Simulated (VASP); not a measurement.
# Vibrations of NbP at several levels of theory, part 3 of 3

Aim: the vibrations of NbP at the zone centre, at several levels of theory. The starting structure is a computed structure from the Materials Project.

VASP 6.6.1.

Results so far: LDA B1 (2) 395.4 cm⁻¹; LDA at the given cell B1 (2) 372.6 cm⁻¹; PBEsol B1 (2) 390.8 cm⁻¹.

## Step 5: Modes with PBE

Level of this step: PBE; plane waves and PAW (Nb_sv, P) (VASP).

PBE, the usual starting point, adds the gradient of the density. The cell comes from a relaxation at this level, not shown (63.87 Å³).

INCAR

```
SYSTEM = NbP
PREC = Accurate
ENCUT = 450
EDIFF = 1E-08
NELM = 100
ISMEAR = 0
SIGMA = 0.05
LREAL = .FALSE.
ALGO = Normal
GGA = PE
NBANDS = 24
LASPH = .TRUE.
LORBIT = 11
LWAVE = .FALSE.
LCHARG = .FALSE.
KPAR = 8
IBRION = 8
ISIF = 2
```

POSCAR

```
NbP
1.0
    0.0000000000     -3.3426690053      0.0000000000
   -3.3426690053      0.0000000000      0.0000000000
    1.6713345026     -1.6713345026     -5.7164330691
Nb P
2 2
Direct
    0.2499850163      0.2500149837      0.5000299675
    0.4999850163      0.5000149837      0.0000299675
    0.8326435537      0.6673564463      0.3347128925
    0.0826435537      0.9173564463      0.8347128925
```

KPOINTS

```
Automatic mesh
0
Gamma
10 10 10
0 0 0
```

Potentials, in the order of the species: Nb_sv and P (PBE family, release 64).

Launch:

```sh
$ mpirun -np 8 vasp_std
```

What it wrote:

```text
[banner, memory and clock lines left out]
running    8 mpi-ranks, on    1 nodes
[...]
[... a notice as in an earlier step ...]

 LDA part: xc-table for (Slater+PW92), standard interpolation
 POSCAR, INCAR and KPOINTS ok, starting setup
[...]
entering main loop
       N       E                     dE             d eps       ncg     rms          rms(c)
DAV:   1     0.315423560167E+03    0.31542E+03   -0.18015E+04  4904   0.134E+03
DAV:   2    -0.108767196220E+02   -0.32630E+03   -0.31924E+03  5904   0.495E+02
DAV:   3    -0.363020522185E+02   -0.25425E+02   -0.25145E+02  9072   0.102E+02
DAV:   4    -0.376185708844E+02   -0.13165E+01   -0.13128E+01  7184   0.199E+01
[...]
DAV:  15    -0.353150749971E+02   -0.18118E-07   -0.56941E-09  4856   0.681E-04    0.212E-04
DAV:  16    -0.353150750169E+02   -0.19895E-07   -0.78416E-10  4792   0.317E-04    0.134E-04
DAV:  17    -0.353150750189E+02   -0.19395E-08   -0.36971E-10  4840   0.232E-04
   1 F= -.35315075E+02 E0= -.35314567E+02  d E =-.101531E-02
[...]
RMM:  15    -0.497019750729E-01   -0.23541E-07    0.18125E-09 34399   0.154E-04    0.146E-05
RMM:  16    -0.497019418059E-01    0.33267E-07    0.17366E-08 35711   0.127E-04    0.789E-06
RMM:  17    -0.497019356588E-01    0.61471E-08    0.74761E-08 36649   0.111E-04    0.532E-06
 first order change of Fermi-energy   0.27835E-04
 force on displaced ion       3 direction 2 :  -0.000 -11.432  -0.000
 Linear response progress:
  Degree of freedom:   6/  6
       N       E                     dE             d eps       ncg     rms          rms(c)
RMM:   1    -0.713190797535E-01   -0.71319E-01   -0.63236E-02 20685   0.120E+00
RMM:   2    -0.599936749493E-01    0.11325E-01   -0.78489E-03 15869   0.434E-01    0.133E-01
RMM:   3    -0.602474421741E-01   -0.25377E-03   -0.16783E-03 15443   0.218E-01    0.113E-01
RMM:   4    -0.601746457765E-01    0.72796E-04   -0.50563E-04 16593   0.120E-01    0.543E-02
[...]
RMM:  15    -0.604174644611E-01   -0.12556E-07    0.26673E-07 22929   0.135E-04    0.136E-05
RMM:  16    -0.604174897656E-01   -0.25304E-07   -0.90472E-08 21556   0.112E-04    0.544E-06
RMM:  17    -0.604174940336E-01   -0.42681E-08    0.59348E-08 22145   0.102E-04    0.134E-06
 first order change of Fermi-energy  -0.36449E-01
 force on displaced ion       3 direction 3 :  -0.000   0.000 -14.077
 Linear response finished
```

Wall time 16 min (8 MPI ranks of Intel Xeon Platinum 8375C at 2.90GHz (Ice Lake), shared host); peak memory 6 GiB.

From OUTCAR (step 5):

```text
  Total       -0.0004746     -0.0004746     -0.0057872     -0.0000000      0.0000000     -0.0000000
  in kB       -0.0119042     -0.0119042     -0.1451658     -0.0000000      0.0000000     -0.0000000
  external PRESSURE =      -0.0563248 kB  Pullay stress =       0.0000000 kB

 POSITION                                       TOTAL-FORCE (eV/Angst)
 -----------------------------------------------------------------------------------
      0.00000     -1.67133     -2.85839        -0.000000      0.000000     -0.001644
     -1.67133     -1.67133     -0.00017        -0.000000      0.000000     -0.001644
     -1.67133     -3.34267     -1.91336         0.000000     -0.000000      0.001644
     -1.67133     -1.67133     -4.77158         0.000000     -0.000000      0.001644
 -----------------------------------------------------------------------------------
    total drift:                               -0.000000      0.000000      0.000141

[... 1 part as in an earlier step ...]

[... 1 further part left out ...]
```

With PBE the modes are at the top B1 (2) 381.7, A1 368.2 cm⁻¹, at the bottom B1 (1) 250.4, E (1) 180.4 cm⁻¹, with 2 more of the listed ones between; the largest shift is -18.4 cm⁻¹, in E (3), from LDA.

## Step 6: Modes with PBEsol + D3(BJ)

D3 with Becke-Johnson damping keeps a finite attraction at short range. The cell comes from a relaxation at this level, not shown (60.24 Å³).

Edit INCAR of step 5 so:

```diff
@@ -9,3 +9,4 @@
 ALGO = Normal
-GGA = PE
+GGA = PS
+IVDW = 12
 NBANDS = 24
@@ -16,3 +17,6 @@
 KPAR = 8
-IBRION = 8
+IBRION = 6
+NFREE = 2
+POTIM = 0.015
+NSW = 1
 ISIF = 2
```

POSCAR

```
NbP
1.0
    0.0000000000     -3.2906298215      0.0000000000
   -3.2906298215      0.0000000000      0.0000000000
    1.6453149108     -1.6453149108     -5.5627736964
Nb P
2 2
Direct
    0.2503651174      0.2496348826      0.4992697652
    0.5003651174      0.4996348826      0.9992697652
    0.8322634526      0.6677365474      0.3354730948
    0.0822634526      0.9177365474      0.8354730948
```

KPOINTS is that of step 5.

Launch:

```sh
$ mpirun -np 8 vasp_std
```

What it wrote:

```text
[banner, memory and clock lines left out]
running    8 mpi-ranks, on    1 nodes
[...]
[... a notice as in an earlier step ...]

 [... a notice as in an earlier step ...]

 LDA part: xc-table for (Slater+PW92), standard interpolation
 POSCAR, INCAR and KPOINTS ok, starting setup
[...]
entering main loop
       N       E                     dE             d eps       ncg     rms          rms(c)
DAV:   1     0.319745429981E+03    0.31975E+03   -0.18011E+04  4904   0.135E+03
DAV:   2    -0.129463055004E+02   -0.33269E+03   -0.32540E+03  5904   0.504E+02
DAV:   3    -0.387110234904E+02   -0.25765E+02   -0.25490E+02  9176   0.102E+02
DAV:   4    -0.399362650851E+02   -0.12252E+01   -0.12219E+01  7040   0.194E+01
[...]
DAV:  14    -0.377915915087E+02    0.75470E-07   -0.51411E-08  6392   0.148E-03    0.640E-04
DAV:  15    -0.377915914463E+02    0.62320E-07   -0.74803E-09  4824   0.891E-04    0.123E-04
DAV:  16    -0.377915914500E+02   -0.36821E-08   -0.21279E-09  4736   0.580E-04
   1 F= -.40247962E+02 E0= -.40247293E+02  d E =-.133820E-02
[... from here on, the cycles between the ionic steps are left out ...]
   2 F= -.40245960E+02 E0= -.40245299E+02  d E =-.132163E-02
   3 F= -.40245960E+02 E0= -.40245299E+02  d E =-.132163E-02
   4 F= -.40246610E+02 E0= -.40246009E+02  d E =-.120205E-02
   5 F= -.40246610E+02 E0= -.40246009E+02  d E =-.120205E-02
   6 F= -.40245899E+02 E0= -.40245263E+02  d E =-.127192E-02
   7 F= -.40245834E+02 E0= -.40245189E+02  d E =-.129093E-02
   8 F= -.40246790E+02 E0= -.40246127E+02  d E =-.132553E-02
   9 F= -.40246790E+02 E0= -.40246127E+02  d E =-.132553E-02
  10 F= -.40246425E+02 E0= -.40245819E+02  d E =-.121112E-02
  11 F= -.40246425E+02 E0= -.40245819E+02  d E =-.121111E-02
  12 F= -.40246137E+02 E0= -.40245465E+02  d E =-.134517E-02
  13 F= -.40246204E+02 E0= -.40245541E+02  d E =-.132518E-02
 Finite differences progress:
  Degree of freedom:   6/  6
  Displacement:        2/  2
  Total:              12/ 12
```

Elapsed: 5.4 min, on 8 MPI ranks; peak memory 4.5 GiB; 43 min of CPU time.

OUTCAR, selected parts (step 6):

```text
 Edisp (eV)   -2.45638

 Edisp (eV)   -2.45636

  Total       0.12007    -0.00684    -0.12964     0.00000    -0.00000     0.00000
  in kB       3.19375    -0.18195    -3.44816     0.00000    -0.00000     0.00000
  external pressure =       -0.15 kB  Pullay stress =        0.00 kB

 POSITION                                       TOTAL-FORCE (eV/Angst)
 -----------------------------------------------------------------------------------
      0.00000     -1.64531     -2.77732         0.000000     -0.000000     -0.090623
      0.00000     -3.29063     -5.55871         0.000000     -0.000000     -0.101431
     -1.64531     -3.29063     -1.88116        -0.000000      0.000000      0.235019
     -1.64531     -1.64531     -4.64755         0.000000     -0.000000     -0.042965
 -----------------------------------------------------------------------------------
    total drift:                                0.000002     -0.000002     -0.000172

  FREE ENERGIE OF THE ION-ELECTRON SYSTEM (eV)
  ---------------------------------------------------
  free  energy   TOTEN  =       -40.2462035689 eV

  energy  without entropy=      -40.2448783892  energy(sigma->0) =      -40.24554098

[... 1 part as in an earlier step ...]

[... 2 further parts left out ...]
[key lines of the parts left out:]
E-fermi :  11.3792
```

The last energy, forces and stress in OUTCAR belong to the last displaced cell, not to that of POSCAR.

With PBEsol + D3(BJ) the modes are at the top B1 (2) 405.3, A1 392.5 cm⁻¹, at the bottom B1 (1) 265.3, E (1) 192.1 cm⁻¹, with 2 more of the listed ones between; the largest shift is +13.8 cm⁻¹, in E (3), from LDA.

## Step 7: Modes with r2SCAN

r2SCAN adds the kinetic-energy density, costs more than a GGA and is run with LASPH. The cell comes from a relaxation at this level, not shown (63.72 Å³).

Edit INCAR of step 6 so:

```diff
@@ -9,6 +9,5 @@
 ALGO = Normal
-GGA = PS
-IVDW = 12
+METAGGA = R2SCAN
+LASPH = .TRUE.
 NBANDS = 24
-LASPH = .TRUE.
 LORBIT = 11
```

POSCAR

```
NbP
1.0
    0.0000000000     -3.3354716708      0.0000000000
   -3.3354716708      0.0000000000      0.0000000000
    1.6677358354     -1.6677358354     -5.7270168669
Nb P
2 2
Direct
    0.2498239440      0.2501760560      0.5003521120
    0.4998239440      0.5001760560      0.0003521120
    0.8328046260      0.6671953740      0.3343907480
    0.0828046260      0.9171953740      0.8343907480
```

KPOINTS is that of step 6.

Launch:

```sh
$ mpirun -np 8 vasp_std
```

What it wrote:

```text
[banner, memory and clock lines left out]
running    8 mpi-ranks, on    1 nodes
[...]
[... a notice as in an earlier step ...]

 [... a notice as in an earlier step ...]

 LDA part: xc-table for (None), standard interpolation
 POSCAR, INCAR and KPOINTS ok, starting setup
[...]
entering main loop
       N       E                     dE             d eps       ncg     rms          rms(c)
DAV:   1     0.278863203586E+03    0.27886E+03   -0.18536E+04  4904   0.138E+03
DAV:   2    -0.580517715296E+02   -0.33691E+03   -0.32969E+03  5912   0.513E+02
DAV:   3    -0.860107384701E+02   -0.27959E+02   -0.27576E+02  9272   0.105E+02
DAV:   4    -0.875896244578E+02   -0.15789E+01   -0.15726E+01  7088   0.214E+01
[...]
DAV:  13    -0.720546501116E+02    0.61985E-06   -0.16663E-06  8184   0.901E-03    0.229E-03
DAV:  14    -0.720546503180E+02   -0.20649E-06   -0.73181E-08  6024   0.205E-03    0.120E-03
DAV:  15    -0.720546503125E+02    0.55038E-08   -0.25694E-08  5320   0.130E-03
   1 F= -.72054650E+02 E0= -.72054179E+02  d E =-.942513E-03
[... from here on, the cycles between the ionic steps are left out ...]
   2 F= -.72053054E+02 E0= -.72052585E+02  d E =-.938914E-03
   3 F= -.72053055E+02 E0= -.72052585E+02  d E =-.938915E-03
   4 F= -.72053500E+02 E0= -.72053055E+02  d E =-.889152E-03
   5 F= -.72053500E+02 E0= -.72053055E+02  d E =-.889167E-03
   6 F= -.72052766E+02 E0= -.72052291E+02  d E =-.950007E-03
   7 F= -.72052729E+02 E0= -.72052272E+02  d E =-.912788E-03
   8 F= -.72053625E+02 E0= -.72053155E+02  d E =-.938955E-03
   9 F= -.72053626E+02 E0= -.72053156E+02  d E =-.938955E-03
  10 F= -.72053440E+02 E0= -.72052993E+02  d E =-.892528E-03
  11 F= -.72053439E+02 E0= -.72052993E+02  d E =-.892540E-03
  12 F= -.72052986E+02 E0= -.72052529E+02  d E =-.914264E-03
  13 F= -.72053019E+02 E0= -.72052538E+02  d E =-.963823E-03
 Finite differences progress:
  Degree of freedom:   6/  6
  Displacement:        2/  2
  Total:              12/ 12
```

Elapsed: 16 min, on 8 MPI ranks; peak memory 4.6 GiB.

OUTCAR, selected parts (step 7):

```text
  Total        0.0839407     -0.0000103     -0.0892380      0.0000000      0.0000000      0.0000000
  in kB        2.1107662     -0.0002582     -2.2439723      0.0000000      0.0000000      0.0000000
  external PRESSURE =      -0.0444881 kB  Pullay stress =       0.0000000 kB

 POSITION                                       TOTAL-FORCE (eV/Angst)
 -----------------------------------------------------------------------------------
      0.00000     -1.66774     -2.86552        -0.000000      0.000000     -0.090094
     -1.66774     -1.66774     -0.00202        -0.000000      0.000000     -0.087252
     -1.66774     -3.33547     -1.93006         0.000000     -0.000000      0.217274
     -1.66774     -1.66774     -4.77857        -0.000000      0.000000     -0.039927
 -----------------------------------------------------------------------------------
    total drift:                               -0.000032      0.000035      0.000273

  FREE ENERGIE OF THE ION-ELECTRON SYSTEM (eV)
  ---------------------------------------------------
  free  energy   TOTEN  =       -72.0530194308 eV

  energy  without entropy=      -72.0520556081  energy(sigma->0) =      -72.05253752

[... 1 part as in an earlier step ...]

[... 2 further parts left out ...]
[key lines of the parts left out:]
E-fermi :  10.7311
```

With r2SCAN the modes are at the top B1 (2) 389.4, A1 375.1 cm⁻¹, at the bottom B1 (1) 252.6, E (1) 182.6 cm⁻¹, with 2 more of the listed ones between; the largest shift is -27.2 cm⁻¹, in E (3), from LDA.

## Step 8: Modes with LDA+U (Nb d 2 eV)

The U is chosen by hand, not computed for this crystal, and pushes the named shell towards whole occupations. The cell comes from a relaxation at this level, not shown (62.19 Å³).

Edit INCAR of step 7 so:

```diff
@@ -9,5 +9,12 @@
 ALGO = Normal
-METAGGA = R2SCAN
+GGA = CA
+NBANDS = 24
+LDAU = .TRUE.
+LDAUTYPE = 2
+LDAUL = 2 -1
+LDAUU = 2 0
+LDAUJ = 0 0
+LDAUPRINT = 1
 LASPH = .TRUE.
-NBANDS = 24
+LMAXMIX = 4
 LORBIT = 11
```

POSCAR

```
NbP
1.0
    0.0000000000     -3.3161658581      0.0000000000
   -3.3161658581      0.0000000000      0.0000000000
    1.6580829290     -1.6580829290     -5.6549227987
Nb P
2 2
Direct
    0.2500609953      0.2499390047      0.4998780094
    0.5000609953      0.4999390047      0.9998780094
    0.8325675747      0.6674324253      0.3348648506
    0.0825675747      0.9174324253      0.8348648506
```

KPOINTS is that of step 7.

The projector-augmented-wave data sets are Nb_sv and P (LDA family, release 64).

Launch:

```sh
$ mpirun -np 8 vasp_std
```

What it wrote:

```text
[... set-up lines as in an earlier step ...]
 entering main loop
       N       E                     dE             d eps       ncg     rms          rms(c)
DAV:   1     0.335968284608E+03    0.33597E+03   -0.17763E+04  4912   0.135E+03
DAV:   2    -0.108668344189E+02   -0.34684E+03   -0.33948E+03  6568   0.545E+02
DAV:   3    -0.363987148702E+02   -0.25532E+02   -0.25283E+02  9040   0.110E+02
DAV:   4    -0.379200941764E+02   -0.15214E+01   -0.15173E+01  7608   0.220E+01
[...]
DAV:  12    -0.352961606502E+02    0.32399E-06   -0.67234E-06  8032   0.230E-02    0.415E-03
DAV:  13    -0.352961606032E+02    0.46986E-07   -0.52211E-07  8872   0.529E-03    0.156E-03
DAV:  14    -0.352961605964E+02    0.68380E-08   -0.90038E-08  7584   0.303E-03
   1 F= -.35296161E+02 E0= -.35295675E+02  d E =-.970486E-03
[... from here on, the cycles between the ionic steps are left out ...]
   2 F= -.35294349E+02 E0= -.35293869E+02  d E =-.961310E-03
   3 F= -.35294349E+02 E0= -.35293869E+02  d E =-.961316E-03
   4 F= -.35294911E+02 E0= -.35294455E+02  d E =-.910963E-03
   5 F= -.35294911E+02 E0= -.35294455E+02  d E =-.910987E-03
   6 F= -.35294180E+02 E0= -.35293671E+02  d E =-.101951E-02
   7 F= -.35294137E+02 E0= -.35293637E+02  d E =-.999087E-03
   8 F= -.35295054E+02 E0= -.35294572E+02  d E =-.964274E-03
   9 F= -.35295054E+02 E0= -.35294572E+02  d E =-.964276E-03
  10 F= -.35294754E+02 E0= -.35294297E+02  d E =-.913715E-03
  11 F= -.35294754E+02 E0= -.35294297E+02  d E =-.913715E-03
  12 F= -.35294451E+02 E0= -.35293970E+02  d E =-.960459E-03
  13 F= -.35294497E+02 E0= -.35294004E+02  d E =-.984482E-03
 Finite differences progress:
  Degree of freedom:   6/  6
  Displacement:        2/  2
  Total:              12/ 12
```

Wall time 4.9 min (8 MPI ranks); peak memory 4.4 GiB; 39 min of CPU time.

OUTCAR, selected parts (step 8):

```text
  Total        0.1057691     -0.0004864     -0.1115498      0.0000000      0.0000000     -0.0000000
  in kB        2.7250232     -0.0125323     -2.8739579      0.0000000      0.0000000     -0.0000000
  external PRESSURE =      -0.0538224 kB  Pullay stress =       0.0000000 kB

 POSITION                                       TOTAL-FORCE (eV/Angst)
 -----------------------------------------------------------------------------------
     -0.00000     -1.65808     -2.82677        -0.000000      0.000000     -0.087635
     -0.00000     -3.31617     -5.65423        -0.000000      0.000000     -0.095341
     -1.65808     -3.31617     -1.90863         0.000000     -0.000000      0.221927
     -1.65808     -1.65808     -4.72110        -0.000000      0.000000     -0.038950
 -----------------------------------------------------------------------------------
    total drift:                               -0.000001      0.000001     -0.000125

  FREE ENERGIE OF THE ION-ELECTRON SYSTEM (eV)
  ---------------------------------------------------
  free  energy   TOTEN  =       -35.2944966328 eV

  energy  without entropy=      -35.2935121506  energy(sigma->0) =      -35.29400439

[... 1 part as in an earlier step ...]

[... 2 further parts left out ...]
[key lines of the parts left out:]
E-fermi :  11.0900
```

With LDA+U (Nb d 2 eV) the modes are at the top B1 (2) 392.5, A1 381.9 cm⁻¹, at the bottom B1 (1) 259.9, E (1) 186.3 cm⁻¹, with 2 more of the listed ones between; the largest shift is +3.5 cm⁻¹, in B1 (1), from LDA.

## Step 9: The runs compared

```
                  run  B1 (2)     A1  E (3)  E (2)  B1 (1)  E (1)                method  core minutes
                  LDA   395.4  382.4  360.5  337.2   256.4  188.8   perturbation theory          82.9
LDA at the given cell   372.6  358.0  327.5  309.0   240.0  178.6   perturbation theory         101.0
               PBEsol   390.8  378.7  354.4  333.3   254.7  186.5   perturbation theory         118.0
                  PBE   381.7  368.2  342.1  320.6   250.4  180.4   perturbation theory         127.0
      PBEsol + D3(BJ)   405.3  392.5  374.3  350.2   265.3  192.1  finite displacements          43.2
               r2SCAN   389.4  375.1  333.3  319.5   252.6  182.6  finite displacements         126.0
    LDA+U (Nb d 2 eV)   392.5  381.9  357.8  337.2   259.9  186.3  finite displacements          39.3
```

Modes are in cm⁻¹, degenerate ones as one, matched between runs by symmetry and order. A number in brackets counts the listed modes of one symmetry from the lowest. The symmetry labels come from an automatic analysis and can be wrong where levels nearly coincide. Core minutes are wall time times ranks of the run shown, on a shared host.

## Step 10: Summary of results

- B1 (2), LDA: 395.4 cm⁻¹
- E (1), LDA: 188.8 cm⁻¹
- B1 (2), LDA at the given cell: 372.6 cm⁻¹
- E (1), LDA at the given cell: 178.6 cm⁻¹
- B1 (2), PBEsol: 390.8 cm⁻¹
- E (1), PBEsol: 186.5 cm⁻¹
- B1 (2), PBE: 381.7 cm⁻¹
- E (1), PBE: 180.4 cm⁻¹
- B1 (2), PBEsol + D3(BJ): 405.3 cm⁻¹
- E (1), PBEsol + D3(BJ): 192.1 cm⁻¹
- B1 (2), r2SCAN: 389.4 cm⁻¹
- E (1), r2SCAN: 182.6 cm⁻¹
- B1 (2), LDA+U (Nb d 2 eV): 392.5 cm⁻¹
- E (1), LDA+U (Nb d 2 eV): 186.3 cm⁻¹

In words: Among the runs matched mode by mode, on the cells relaxed at each level, the B1 (2) mode of NbP, the highest of the listed ones in the run with LDA, lies between 382 cm⁻¹ (PBE) and 405 cm⁻¹ (PBEsol + D3(BJ)). Among the runs matched mode by mode, on the cells relaxed at each level, the E (1) mode of NbP, the lowest of the listed ones in the run with LDA, lies between 180 cm⁻¹ (PBE) and 192 cm⁻¹ (PBEsol + D3(BJ)). Taking the given cell, +5.2 % in volume, instead of the one relaxed with LDA moves E (3) by -33.0 cm⁻¹. Some levels use perturbation theory and the others finite displacements, so their times can't be compared. The mesh isn't converged: on a 14×14×14 mesh, in a run told elsewhere, E (3) with LDA is 368.5 cm⁻¹ in place of 360.5. These runs have no gap, or one under 0.08 eV; such runs hang more on mesh and smearing, and if the crystal is a semiconductor, they miss the splitting by its long-range field. A U on the d shell is hard to justify in a metal without moments, whose d electrons are itinerant. The frequencies are harmonic. Further runs on this material are not shown.

[Lines on the potential files, build, host, timing and source positions are cut from VASP's logs without a mark.]

[Logs are printed without paths, hosts, clocks, repeated set-up lines and the standing remarks that a program may print on its own settings, such as how far it seeks lower states.]

[Hosts, paths, dates, database ids (printed as entryN), source tags and the programs' standing remarks are cut or masked in the printed files.]
